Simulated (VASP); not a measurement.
Consider the following.

```xyz
2
Lattice="3.2684 0.0000 0.0000 0.0000 3.2684 0.0000 0.0000 0.0000 3.2684" Properties=species:S:1:pos:R:3 pbc="T T T"
Hf     0.0000     0.0000     0.0000
Si     1.6342     1.6342     1.6342
```

Computed with r2SCAN meta-GGA, VASP's PBE PAW potentials (set 64) (plane waves; VASP). Numerical set-up: 400 eV cut-off, 13×13×13 Γ-centred mesh, tetrahedra with Blöchl corrections, potentials Hf_pv Si.

Question: Give the energies of bands 4 to 10 at the high-symmetry points, in eV from the Fermi level.

Answer: 
```tsv
band	Γ	X	M	R
4	-11.88	-8.61	-8.24	-4.92
5	-1.99	-7.00	-3.39	-4.92
6	-1.99	-0.57	-3.39	-4.92
7	1.99	-0.44	-2.24	-4.57
8	1.99	-0.44	1.58	3.37
9	1.99	4.70	1.58	3.37
10	4.04	5.36	4.24	3.37
```

It has no gap at this level: it comes out as a metal or semimetal.

The structure was generated: HfSi was put into the CsCl type (Pm-3m), which need not be its known phase. It was relaxed first.
